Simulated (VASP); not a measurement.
Data:

```xyz
4
Lattice="2.2541 -3.9042 0.0000 2.2541 3.9042 0.0000 0.0000 0.0000 7.3645" Properties=species:S:1:pos:R:3 pbc="T T T"
Cd     2.2541    -1.3014     3.6833
Cd     2.2541     1.3014     0.0010
Se     2.2541    -1.3014     6.4503
Se     2.2541     1.3014     2.7680
```

These are vdW-DF2, VASP's PBE PAW potentials (set 64) (plane waves; VASP) values and carry that method's errors. Settings: 520 eV cut-off, 6×6×4 Γ-centred mesh, tetrahedra with Blöchl corrections, potentials Cd Se.

Task: Tabulate the total density of states (states/eV per cell) against energy (eV; zero at the valence-band maximum or, without a gap, the Fermi level).

Result: 
(E (eV), DOS (states/eV)): (-9.99, 0.00); (-9.76, 0.00); (-9.65, 0.00); (-9.42, 0.00); (-9.31, 0.00); (-9.09, 0.00); (-8.97, 0.00); (-8.75, 0.00); (-8.64, 0.00); (-8.41, 0.00); (-8.30, 0.00); (-8.07, 0.00); (-7.96, 0.00); (-7.74, 0.08); (-7.62, 54.6); (-7.40, 41.5); (-7.29, 14.1); (-7.06, 0.00); (-6.95, 0.00); (-6.72, 0.00); (-6.61, 0.00); (-6.39, 0.00); (-6.28, 0.00); (-6.05, 0.00); (-5.94, 0.00); (-5.71, 0.00); (-5.60, 0.00); (-5.38, 0.00); (-5.15, 0.00); (-5.04, 0.00); (-4.81, 0.00); (-4.70, 0.00); (-4.48, 0.00); (-4.36, 0.00); (-4.14, 0.00); (-4.03, 0.00); (-3.80, 0.00); (-3.69, 0.01); (-3.46, 9.27); (-3.35, 5.57); (-3.13, 3.25); (-3.01, 2.10); (-2.79, 1.39); (-2.68, 1.11); (-2.45, 0.69); (-2.34, 0.65); (-2.11, 1.42); (-2.00, 2.80); (-1.78, 2.58); (-1.67, 3.17); (-1.44, 4.56); (-1.33, 4.28); (-1.10, 4.83); (-0.88, 8.62); (-0.77, 6.50); (-0.54, 3.80); (-0.43, 3.03); (-0.20, 1.41); (-0.09, 0.53); (0.13, 0.00); (0.25, 0.00); (0.47, 0.01); (0.58, 0.01); (0.81, 0.03); (0.92, 0.04); (1.15, 0.06); (1.26, 0.08); (1.48, 0.16); (1.60, 0.21); (1.82, 0.34); (1.93, 0.44); (2.16, 0.74); (2.27, 0.92); (2.50, 1.81); (2.61, 2.38); (2.83, 3.05); (2.95, 3.21); (3.17, 3.18); (3.28, 2.80); (3.51, 1.90)
Within 2 eV below the valence-band maximum the largest weight inside VASP's projection spheres is Se p.

The compound is CdSe in the wurtzite structure. It was relaxed first, which changed the volume by +15 %.
